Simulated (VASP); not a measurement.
These are PBE GGA, VASP's PBE PAW potentials (set 64) (plane waves; VASP 6.6.1) values and carry that method's errors.

VASP input:

### KPOINTS
```
Automatic mesh
0
Gamma
9 9 9
0 0 0
```

POSCAR:
```
GaP
1
    0.0000000000     2.7524583898     2.7524583898
    2.7524583898     0.0000000000     2.7524583898
    2.7524583898     2.7524583898     0.0000000000
Ga P
1 1
Direct
  0.0000000000   0.0000000000   0.0000000000
  0.7500000000   0.7500000000   0.7500000000
```

**INCAR**
```
ALGO  =  Fast
EDIFF  =  1E-5
EDIFFG  =  -0.03
ENCUT  =  400
GGA  =  PE
IBRION  =  2
ISIF  =  2
ISMEAR  =  0
LASPH  =  .True.
LCHARG  =  .False.
LMAXMIX  =  4
LREAL  =  .False.
LWAVE  =  .False.
NELM  =  100
NELMIN  =  4
NSW  =  20
PREC  =  Normal
SIGMA  =  0.05
SYSTEM  =  GaP
```

POTCAR, in this order: Ga_d P (PBE.64 set). Program: vasp_std.

What will the output report for the number of irreducible k-points (NKPTS), largest plane-wave count, number of space-group operations, FFT grid (NGX, NGY, NGZ)?

```
Quantity                                       Value
--------------------------------------  ------------
number of irreducible k-points (NKPTS)            35
largest plane-wave count                         769
number of space-group operations                  24
FFT grid (NGX, NGY, NGZ)                20 × 20 × 20
```

The compound is GaP in the zinc blende structure. It was relaxed first.
